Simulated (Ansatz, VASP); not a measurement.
# PtC in two plane-wave programs

Aim: how closely do two programs agree when they are given the same cell, functional and k mesh? The cell is generated by rule, not measured, and may not be a known phase. The cell is taken from a series of runs on this material, whose earlier steps may have relaxed, scaled, displaced or heated it; both programs get it as it stands.

Main program and level: Ansatz 0.2.0; plane waves, with VASP 6.6.1 beside it; relaxation of cell and atoms at PBEsol.

## (1) The starting structure

It takes space group F-43m (No. 216, cubic). Conventional cell: a = 4.668 Å, b = 4.668 Å, c = 4.668 Å, α = 90.00°, β = 90.00°, γ = 90.00°. Nearest to Pt lie 4 C at 2.02 Å. Nearest to C lie 4 Pt at 2.02 Å. Farther neighbours are not listed.

Structure file:

```
Pt C
1.0
     0.00000    2.33419    2.33419
     2.33419    0.00000    2.33419
     2.33419    2.33419    0.00000
Pt C
1 1
Direct
  0.00000 0.00000 0.00000
  0.25000 0.25000 0.25000
```

## (2) VASP: relaxation of cell and atoms, PBEsol, pair 1

The relaxed volume is the usual yardstick between codes: in a stiff, nearly cubic crystal its relative difference is about their pressure difference at one cell divided by the bulk modulus.

Lines of VASP's logs that name or quote its potential files are left out, and so is its time.

Input file INCAR:

```
SYSTEM = PtC
PREC = Accurate
ENCUT = 600
EDIFF = 1E-07
NELM = 120
ISMEAR = 1
SIGMA = 0.2
LREAL = .FALSE.
ALGO = Normal
GGA = PS
NBANDS = 13
LASPH = .TRUE.
LORBIT = 11
LWAVE = .FALSE.
LCHARG = .FALSE.
ISIF = 3
IBRION = 2
NSW = 80
EDIFFG = -0.005
GGA_COMPAT = .FALSE.
NELMIN = 4
KPAR = 2
```

Input file POSCAR:

```
PtC
1.0
    0.0000000000      2.3341900000      2.3341900000
    2.3341900000      0.0000000000      2.3341900000
    2.3341900000      2.3341900000      0.0000000000
Pt C
1 1
Direct
    0.0000000000      0.0000000000      0.0000000000
    0.2500000000      0.2500000000      0.2500000000
```

Input file KPOINTS:

```
Automatic mesh
0
Gamma
16 16 16
0 0 0
```

Potentials, in the order of the species: Pt and C (PBE family, release 64).

On the command line:

```sh
$ mpirun -np 2 vasp_std
```

Numbers of over 12 decimals in the logs are rounded to 6 here.

Log:

```text
[banner, memory and clock lines left out]
running    2 mpi-ranks, on    1 nodes
 distrk:  each k-point on    1 cores,    2 groups
 distr:  one band on    1 cores,    1 groups

 POSCAR found type information on POSCAR PtC
 POSCAR found :  2 types and       2 ions
|                                                                             |
|               ----> ADVICE to this user running VASP <----                  |
|                                                                             |
|     You enforced a specific xc type in the INCAR file but a different       |
|     [... a line on the potential file left out ...]
|     I HOPE YOU KNOW WHAT YOU ARE DOING!                                     |
|                                                                             |

 LDA part: xc-table for (Slater+PW92), standard interpolation
 POSCAR, INCAR and KPOINTS ok, starting setup
 FFT: planning ... GRIDC
 FFT: planning ... GRID_SOFT
 FFT: planning ... GRID
 WAVECAR not read
 entering main loop
       N       E                     dE             d eps       ncg     rms          rms(c)
DAV:   1     0.624754938357E+02    0.62475E+02   -0.77478E+03  3786   0.112E+03
DAV:   2    -0.148715890494E+02   -0.77347E+02   -0.71476E+02  4560   0.222E+02
DAV:   3    -0.170065156424E+02   -0.21349E+01   -0.21189E+01  4385   0.371E+01
DAV:   4    -0.170186546069E+02   -0.12139E-01   -0.12138E-01  4220   0.325E+00
DAV:   5    -0.170187686009E+02   -0.11399E-03   -0.11399E-03  4405   0.318E-01    0.228E+01
DAV:   6    -0.151165097571E+02    0.19023E+01   -0.12201E+01  3903   0.291E+01    0.888E+00
DAV:   7    -0.148781650624E+02    0.23834E+00   -0.12714E+00  3780   0.104E+01    0.593E+00
DAV:   8    -0.148504284045E+02    0.27737E-01   -0.63075E-02  4000   0.199E+00    0.984E-01
DAV:   9    -0.148476489359E+02    0.27795E-02   -0.60933E-03  3935   0.659E-01    0.194E-01
DAV:  10    -0.148476332493E+02    0.15687E-04   -0.10088E-03  4145   0.234E-01    0.405E-02
DAV:  11    -0.148476365125E+02   -0.32632E-05   -0.15759E-05  3995   0.364E-02    0.756E-03
DAV:  12    -0.148476359901E+02    0.52232E-06   -0.10244E-06  4165   0.779E-03    0.446E-03
DAV:  13    -0.148476358633E+02    0.12685E-06   -0.20677E-07  3511   0.377E-03    0.444E-04
DAV:  14    -0.148476358667E+02   -0.34007E-08   -0.79976E-09  1930   0.761E-04
   1 F= -.14847636E+02 E0= -.14847913E+02  d E =-.148476E+02
 curvature:   0.00 expect dE= 0.000E+00 dE for cont linesearch  0.000E+00
 trial: gam= 0.00000 g(F)=  0.803E-47 g(S)=  0.227E-03 ort = 0.000E+00 (trialstep = 0.100E+01)
 search vector abs. value=  0.227E-03
 bond charge predicted
       N       E                     dE             d eps       ncg     rms          rms(c)
DAV:   1    -0.148493843041E+02   -0.17484E-02   -0.30187E-02  3780   0.172E+00    0.296E-01
DAV:   2    -0.148477632876E+02    0.16210E-02   -0.72030E-03  3775   0.786E-01    0.120E-01
DAV:   3    -0.148475704838E+02    0.19280E-03   -0.36975E-04  3780   0.164E-01    0.804E-02
DAV:   4    -0.148475431773E+02    0.27306E-04   -0.14210E-04  3790   0.994E-02    0.346E-02
DAV:   5    -0.148475434992E+02   -0.32183E-06   -0.10054E-05  4075   0.227E-02    0.105E-02
DAV:   6    -0.148475426436E+02    0.85561E-06   -0.16900E-06  4085   0.100E-02    0.124E-03
DAV:   7    -0.148475426375E+02    0.60506E-08   -0.17076E-07  3558   0.318E-03
   2 F= -.14847543E+02 E0= -.14847812E+02  d E =0.932292E-04
 trial-energy change:    0.000093  1 .order    0.000090   -0.000227    0.000407
 step:   0.3513(harm=  0.3575)  dis= 0.00000  next Energy=   -14.847676 (dE=-0.397E-04)
 bond charge predicted
       N       E                     dE             d eps       ncg     rms          rms(c)
DAV:   1    -0.148484458669E+02   -0.90322E-03   -0.12689E-02  3780   0.111E+00    0.194E-01
DAV:   2    -0.148477627000E+02    0.68317E-03   -0.30016E-03  3775   0.508E-01    0.761E-02
DAV:   3    -0.148476841272E+02    0.78573E-04   -0.15256E-04  3770   0.106E-01    0.508E-02
DAV:   4    -0.148476743671E+02    0.97601E-05   -0.59779E-05  3785   0.644E-02    0.220E-02
DAV:   5    -0.148476752151E+02   -0.84797E-06   -0.42857E-06  4040   0.148E-02    0.661E-03
DAV:   6    -0.148476752698E+02   -0.54724E-07   -0.72287E-07  4095   0.656E-03
   3 F= -.14847675E+02 E0= -.14847950E+02  d E =-.394031E-04
 curvature:  -0.18 expect dE=-0.114E-08 dE for cont linesearch -0.114E-08
 trial: gam= 0.00000 g(F)=  0.364E-47 g(S)=  0.638E-08 ort =-0.120E-05 (trialstep = 0.870E+00)
 search vector abs. value=  0.648E-08
 reached required accuracy - stopping structural energy minimisation
```

OUTCAR, selected parts (step 2):

```text
ion  position               nearest neighbor table
   1  0.000  0.000  0.000-   2 2.02   2 2.02   2 2.02   2 2.02
   2  0.250  0.250  0.250-   1 2.02   1 2.02   1 2.02   1 2.02

  LATTYP: Found a face centered cubic cell.
 ALAT       =     4.6683800000

 Subroutine GETGRP returns: Found 24 space group operations
 (whereof 24 operations were pure point group operations)

The static configuration has the point symmetry T_d .

 Found    145 irreducible k-points:

   k-points           NKPTS =    145   k-points in BZ     NKDIM =    145   number of bands    NBANDS=     13

   dimension x,y,z NGX =    28 NGY =   28 NGZ =   28
   dimension x,y,z NGXF=    56 NGYF=   56 NGZF=   56

   ENCUT  =  600.0 eV  44.10 Ry    6.64 a.u.   6.59  6.59  6.59*2*pi/ulx,y,z

   NELECT =      14.0000    total number of electrons

 k-points in reciprocal lattice and weights: Automatic mesh
   0.00000000  0.00000000  0.00000000       0.000
   0.06250000  0.00000000  0.00000000       0.002
   0.12500000  0.00000000  0.00000000       0.002
   0.18750000  0.00000000  0.00000000       0.002
   0.25000000  0.00000000  0.00000000       0.002
   0.31250000  0.00000000  0.00000000       0.002
   0.37500000  0.00000000  0.00000000       0.002
   0.43750000  0.00000000  0.00000000       0.002
   0.50000000  0.00000000  0.00000000       0.001
[...]
-0.31250000  0.50000000  0.18750000       0.003
  -0.25000000  0.50000000  0.25000000       0.001

 average (electrostatic) potential at core
       1 -66.5846       2 -47.6873

 E-fermi :   8.8960

 k-point     1 :       0.0000    0.0000    0.0000
  band No.  band energies     occupation
    ...
      2       1.3451      2.00000
      3       1.3451      2.00000
      4       1.3451      2.00000
      5       4.8708      2.00000
      6       4.8708      2.00000
      7      11.7296     -0.00000
      8      13.6492      0.00000
      9      13.6492      0.00000
     10      13.6492      0.00000
     11      21.2640      0.00000
    ...

 k-point     2 :       0.0625    0.0000    0.0000
  band No.  band energies     occupation
    ...
      2       1.3125      2.00000
      3       1.3784      2.00000
      4       1.3784      2.00000
      5       4.8548      2.00000
      6       4.8548      2.00000
      7      11.8545     -0.00000
      8      13.4733      0.00000
      9      13.6030      0.00000
     10      13.6030      0.00000
     11      20.7100      0.00000
    ...

 k-point     3 :       0.1250    0.0000    0.0000
  band No.  band energies     occupation
    ...
      2       1.2345      2.00000
      3       1.4708      2.00000
      4       1.4708      2.00000
      5       4.8196      2.00000
      6       4.8196      2.00000
      7      12.0629     -0.00000
      8      13.0954      0.00000
      9      13.4521      0.00000
     10      13.4521      0.00000
     11      19.5906      0.00000
    ...

  Total       -0.0002969     -0.0002969     -0.0002969     -0.0000000     -0.0000000      0.0000000
  in kB       -0.0186761     -0.0186761     -0.0186761     -0.0000000     -0.0000000      0.0000000
  external PRESSURE =      -0.0186761 kB  Pullay stress =       0.0000000 kB

  energy-cutoff  :      600.00
  volume of cell :       25.47
      direct lattice vectors                 reciprocal lattice vectors
    -0.000000000  2.335296806  2.335296806    -0.214105547  0.214105547  0.214105547
     2.335296806  0.000000000  2.335296806     0.214105547 -0.214105547  0.214105547
     2.335296806  2.335296806  0.000000000     0.214105547  0.214105547 -0.214105547

 POSITION                                       TOTAL-FORCE (eV/Angst)
 -----------------------------------------------------------------------------------
      0.00000      0.00000      0.00000        -0.000000     -0.000000     -0.000000
      1.16765      1.16765      1.16765         0.000000      0.000000      0.000000
 -----------------------------------------------------------------------------------
    total drift:                                0.000000      0.000000      0.000000

  FREE ENERGIE OF THE ION-ELECTRON SYSTEM (eV)
  ---------------------------------------------------
  free  energy   TOTEN  =       -14.8476752698 eV

  energy  without entropy=      -14.8484982553  energy(sigma->0) =      -14.84794960

 reached required accuracy - stopping structural energy minimisation

 total charge
# of ion       s       p       d       tot
------------------------------------------
    1        0.804   0.766   8.066   9.636
    2        0.877   1.411   0.000   2.289
--------------------------------------------------
tot          1.682   2.177   8.066  11.924

[... 3 further parts left out ...]
```

CONTCAR:

```
PtC
   1.00000000000000
    -0.0000000000000000    2.3352968062474075    2.3352968062474075
     2.3352968062474075    0.0000000000000000    2.3352968062474075
     2.3352968062474075    2.3352968062474075    0.0000000000000000
  Pt              C
     1     1
Direct
     0.0000000000000000    0.0000000000000000    0.0000000000000000
     0.2500000000000000    0.2500000000000000    0.2500000000000000
```

The run keeps the 24 symmetry operations of its start, so it cannot find a distortion of lower symmetry.

## (3) Ansatz: relaxation of cell and atoms, PBEsol, pair 1

Ansatz runs on its default PAW (the set named soft_2) files.

The same cell, functional, mesh and smearing now go to Ansatz, which takes its cutoff from its data sets.

Input file input.yaml:

```yaml
crystal:
  lattice:
    - [0.0, 2.334189709, 2.334189709]
    - [2.334189709, 0.0, 2.334189709]
    - [2.334189709, 2.334189709, 0.0]
  atoms:
    - { symbol: Pt, position: [0.0, 0.0, 0.0] }
    - { symbol: C, position: [0.25, 0.25, 0.25] }
kpoints:
  mp_grid: { grid: [16, 16, 16] }
hamiltonian:
  xc: pbesol
scf:
  occupations: { method: methfessel_paxton, width: 0.2 }
output:
  forces: true
  stress: true
  eigenvalues: true
relax:
  adjacent_minimum: "off"
  f_tol: 0.001
  max_steps: 60
  cell: { stress_tol: 0.01 }
```

On the command line:

```sh
$ ansatz run input.yaml --threads 4 --pin off --max-ram 7168MiB --backend cpu --events-out ev --progress --plain --runs-dir out
```

Log:

```text
Engine: ansatz 0.2.0, aarch64-unknown-linux-gnu
Pseudopotentials: kind: paw
Pseudopotential: Pt, paw, valence charge 18, recommended cutoff 420 eV (normal), Pt.paw.azcp
Pseudopotential: C, paw, valence charge 4, recommended cutoff 420 eV (normal), C.paw.azcp
Functional definition: PBEsol
  exchange = pbesol_x
  correlation = pbesol_c
Crystal: 2 atoms, lattice volume = 25.435 Å³
Basis set: ecut = 420 eV, 531 PW (Γ), exchange–correlation on 48×48×48 points (8 copies of the dense FFT grid, shifted against one another)
Bands: 15, of which v1, the nominal top of the filled ones, is band 11 counted from 1 (10 counted from 0)
Symmetry: 24 space group operations
Space group: F-43m (ITA 216), of the structure as read, at distance tolerance 2.9e-5 Å
k-points: 145 of 4096 (time reversal used)
Non-local potential: Pt, projectors of the file, l = 0: 3, l = 1: 2, l = 2: 2, l = 3: 1
Non-local potential: C, projectors of the file, l = 0: 2, l = 1: 2, l = 2: 1
PAW form: soft (Blöchl's): semilocal exchange-correlation on the pseudo side does not see the compensation charge
PAW frozen core: Pt, regenerated for the run's functional, and the local potential with it (the file was generated under x = pbe(κ = 0.804, μ = 0.219515), c = pbe(β = 0.066725))
PAW frozen core: C, regenerated for the run's functional, and the local potential with it (the file was generated under x = pbe(κ = 0.804, μ = 0.219515), c = pbe(β = 0.066725))
PAW one-centre angular grid: Pt, 590 points (default); XC on 64 Gauss nodes
PAW one-centre angular grid: C, 110 points (default); XC on 64 Gauss nodes
Initial density: superposition of atomic densities (neutral atoms: chi_scale 0, normalization atom), corrected by the library's trained network
Initial wavefunctions: pseudopotential atomic-orbital guess
Functional: x = pbesol(κ = 0.804, μ = 0.123457), c = pbesol(β = 0.046)
SCF iter   1: F=—  HF=-12628.763635 eV  |F-HF|=—  |Δ(HF+E_count)|=         —  Δρ=1.05e-2  dr2=2.60e-2  ethr=1.77e-3  ⟨swp⟩=4.8  Hψ=9811  notcnv=0
preconditioner: auto → none  [metal: Δε(μ)=0.002 eV  Ē_g=11.299 eV  σ=0.200 eV  W_gap=0.01  n_scr=8 (ndim 8)  ℏωp=27.5 eV  f_vac=0.004  D(μ)=0.76/eV (n_scr^D=0)  sad-step TF]
SCF iter   2: F=—  HF=-12628.757936 eV  |F-HF|=—  |Δ(HF+E_count)|=   5.70e-3  S|Δr|=    0.00e0  Δρ=5.65e-3  dr2=8.15e-3  ethr=1.18e-4  ⟨swp⟩=1.0  Hψ=3335  notcnv=0
SCF iter   3: F=—  HF=-12628.755362 eV  |F-HF|=—  |Δ(HF+E_count)|=   2.57e-3  S|Δr|=    0.00e0  Δρ=4.57e-4  dr2=3.84e-5  ethr=3.70e-5  ⟨swp⟩=2.0  Hψ=3041  notcnv=0
SCF iter   4: F=—  HF=-12628.755371 eV  |F-HF|=—  |Δ(HF+E_count)|=   8.74e-6  S|Δr|=    0.00e0  Δρ=6.18e-5  dr2=5.04e-7  ethr=1.75e-7  ⟨swp⟩=2.7  Hψ=3724  notcnv=0
SCF iter   5: F=-12628.755371 eV  HF=-12628.755371 eV  |F-HF|=4.82e-9  |Δ(HF+E_count)|=   2.90e-7  S|Δr|=    0.00e0  Δρ=8.29e-6  dr2=7.61e-9  ethr=4.55e-10  ⟨swp⟩=6.1  Hψ=9911  notcnv=0
SCF 1 converged in 5 iterations: F = -12628.755371 eV  dr2 = 7.61e-9
  greatest PAW one-centre occupation: 1.000 electrons in one spin orbital (limit 2), on the Pt atom at site 0 (counted from 0), in its partial waves of l = 0
relax step   1: F+E_penalty+E_count = -12628.75537087 eV  Δ(F+E_penalty+E_count) = +0.000e0 eV  max|allowed force component| = 1.018e-16 eV/Å  Δτ_max = 0.0000 Å  P = +0.006 GPa  Ω = 25.435 Å³  (5 SCF iters, dr2 threshold 1.00e-7 eV, accepted)
Initial density: handed on by an earlier stage of this run
Initial wavefunctions: pseudopotential atomic-orbital guess (no wavefunctions were taken with the density)
iter 1 solved again at ethr=3.63e-8 eV; its pass at ethr=3.10e-3 eV (dr2=7.99e-6 eV) is discarded
SCF iter   1: F=—  HF=-12628.755371 eV  |F-HF|=—  |Δ(HF+E_count)|=         —  Δρ=8.45e-6  dr2=8.04e-9  ethr=3.63e-8  ⟨swp⟩=3.0  Hψ=16186  notcnv=0
preconditioner: auto → none  [metal: Δε(μ)=0.014 eV  Ē_g=11.319 eV  σ=0.200 eV  W_gap=0.06  n_scr=8 (ndim 8)  ℏωp=27.5 eV  f_vac=0.001  D(μ)=0.77/eV (n_scr^D=8)]
SCF iter   2: F=—  HF=-12628.755371 eV  |F-HF|=—  |Δ(HF+E_count)|=   5.32e-7  S|Δr|=    0.00e0  Δρ=4.04e-6  dr2=1.76e-9  ethr=3.65e-11  ⟨swp⟩=2.2  Hψ=3688  notcnv=0
SCF iter   3: F=—  HF=-12628.755371 eV  |F-HF|=—  |Δ(HF+E_count)|=   1.78e-9  S|Δr|=    0.00e0  Δρ=4.49e-7  dr2=4.56e-11  ethr=8.01e-12  ⟨swp⟩=2.0  Hψ=2923  notcnv=0
SCF iter   4: F=—  HF=-12628.755371 eV  |F-HF|=—  |Δ(HF+E_count)|=  1.82e-12  S|Δr|=    0.00e0  Δρ=1.08e-7  dr2=2.63e-12  ethr=2.07e-13 (applied; sched 1.00e-12)  ⟨swp⟩=2.0  Hψ=3184  notcnv=0
SCF iter   5: F=-12628.755371 eV  HF=-12628.755371 eV  |F-HF|=0.00e0  |Δ(HF+E_count)|=  1.09e-11  S|Δr|=    0.00e0  Δρ=2.73e-8  dr2=9.16e-14  ethr=1.00e-12  ⟨swp⟩=4.2  Hψ=7307  notcnv=0
SCF 2 converged in 5 iterations: F = -12628.755371 eV  dr2 = 9.16e-14
relax step   2: F+E_penalty+E_count = -12628.75537087 eV  Δ(F+E_penalty+E_count) = -9.240e-10 eV  max|allowed force component| = 7.864e-17 eV/Å  Δτ_max = 0.0000 Å  P = +0.006 GPa  Ω = 25.435 Å³  stress off target by 5.64e-3 GPa  SCF on the basis re-selected at this cell (its energy is not comparable with the rows above)  (5 SCF iters)
basis re-selected at this cell: Δ(F+E_penalty+E_count) = -9.240e-10 eV, ΔP = -0.000 GPa vs the last step (what re-selecting the basis moved, of the pressure what is left beyond the Pulay correction that the steps carried, after the strain that the cell walked since its last selection, with what the two solves' SCF thresholds leave and, on support functions, any second-order correction that the steps lacked; it is no  [...]
SCF converged after 5 iterations
Stability not checked: this state was not tested for a lower state beside it, because cold or Methfessel-Paxton smearing, or corrected tetrahedra, fill the levels in a way that the test cannot read (fill_not_monotonic; see scf.lower_state_search)
Free energy (F): -12628.755371 eV
Harris-Foulkes:  -12628.755371 eV  (|F-HF|=0.00e0)
Internal energy: -12628.756219 eV  (E = F + TS)
E sigma→0 (E₀):  -12628.755583 eV
Entropy (-TS):   0.000848 eV (0.424 meV/atom)
Fermi energy:    16.889388 eV
--- Per-component energies (eV) ---
  E_band       = -239.720040
  E_kinetic    = 722.480843
  E_local      = -2026.890872  (includes V_loc(G=0)·N_el)
  E_nonlocal   = 228.614235
  E_hartree    = 747.070418
  E_xc         = -307.199548
  E_vxc        = -360.617645  (∫ρ·V_xc dr)
  E_paw        = -9410.895974  (= ΣΔE_a)
  E_vpaw       = -297.447623  (= ΣTr[D̂ρ^β])
  E_aug_tail   = 0.000177  (compensation charges beyond the density's cutoff)
  E_ewald      = -2582.243579
  E_core_change = 0.308082  (= ΣΔE_core)
  E_smearing   = 0.000848  (= −TS)
  E_closure    = 0.000000  (closes the sum)
  Σ components = -12628.755371   (vs F -12628.755371, Δ=0.00e0)
--- Forces (eV/Å), atoms counted from 1 ---
  atom   1  Pt    -0.00000000     0.00000000     0.00000000
  atom   2  C     -0.00000000     0.00000000    -0.00000000
  max |Σ_I F_I| component: 3.98e-16 eV/Å
--- Stress (GPa, compression-positive) ---
        0.005644      -0.000000       0.000000
        0.000000       0.005644      -0.000000
        0.000000      -0.000000       0.005644
  P = ⅓ Tr σ = 0.0056 GPa (0.056 kbar)
--- Band table (eV; the first three rows and the last of 145) ---
  k-point 0: bands = [... 7 lower, 9.3075, 12.8425, 12.8425, 19.6998, 21.6476, 21.6476, 21.6476, 29.2622]
  k-point 1: bands = [... 7 lower, 9.3409, 12.8265, 12.8265, 19.8256, 21.4711, 21.6017, 21.6017, 28.7047]
  k-point 2: bands = [... 7 lower, 9.4336, 12.7913, 12.7913, 20.0419, 21.0866, 21.4516, 21.4516, 27.5795]
  k-point 144: bands = [... 7 lower, 11.1323, 12.9102, 13.7744, 14.2532, 16.0383, 18.0664, 26.3778, 27.2635]
--- Relaxed structure (1 steps of the walk, 1 accepted, 1 SCFs on fresh bases) ---
  F+E_penalty+E_count = -12628.75537087 eV   max|allowed force component| = 7.864e-17 eV/Å   (the final SCF, on the basis selected at the relaxed cell)
  cell:  # Å, volume = 25.4354 Å³
    - [0.0, 2.334189709, 2.334189709]
    - [2.334189709, 0.0, 2.334189709]
    - [2.334189709, 2.334189709, 0.0]
  atoms:
    - { symbol: Pt, position: [0.0, 0.0, 0.0] }
    - { symbol: C, position: [0.25, 0.25, 0.25] }
```

## (4) Comparison

Known differences besides the potentials themselves: the data sets hold 22 valence electrons in Ansatz (on its default PAW (the set named soft_2) files) and 14 in VASP; the cutoff is 420 eV in Ansatz and 600 eV in VASP; Ansatz makes its cores anew for this functional, VASP keeps those of its PBE data sets; Ansatz adds a Pulay correction to the stress that steers its cell, VASP none. Total energies have different zeros and are not compared.

Compared:

```csv
quantity,Ansatz,VASP,difference
volume (Å³),25.44,25.47,-0.14 %
"edge a after relaxation, in the typed setting (Å)",3.301,3.303,-0.05 %
```

(Part 1 of 2 ends here.)

[Lines on the potential files, build, host, timing and source positions are cut from VASP's logs without a mark.]

[Logs are printed without paths, hosts, clocks, repeated set-up lines and the standing remarks that a program may print on its own settings, such as how far it seeks lower states.]

[Hosts, paths, dates, database ids (printed as entryN), source tags and the programs' standing remarks are cut or masked in the printed files.]
